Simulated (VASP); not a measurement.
A convergence study with VASP on CaO (space group Fm-3m): one setting is varied, all else stays as given below, so the limit is that of these other settings.

```xyz
2
Lattice="0.0000 2.4122 2.4122 2.4122 0.0000 2.4122 2.4122 2.4122 0.0000" Properties=species:S:1:pos:R:3 pbc="T T T"
Ca     0.0000     0.0000     0.0000
O      2.4122     2.4122     2.4122
```

All values below come from PBE GGA, VASP's PBE PAW potentials (set 64) (plane waves; VASP). The tightest run used: 400 eV cut-off, 11×11×11 Γ-centred mesh, Gaussian smearing of 0.010 eV, potentials Ca_sv O.

```csv
setting,mean ε∞,irreducible k-points
3×3×3 mesh,4.25,4
4×4×4 mesh,3.91,8
5×5×5 mesh,3.82,10
```

### Question
These are the cheaper rows. Estimate the results at 11×11×11 mesh, and how far the last row shown lies from them.

### Answer

```csv
quantity,tightest run,last row shown is off by
mean ε∞,3.78,0.04
```

Left out are rungs that failed or repeat a setting and relaxations that didn't move; long series are thinned to 24 rows.

The structure is a typed CaO crystal (space group no. 225). The cell was not relaxed at this level.
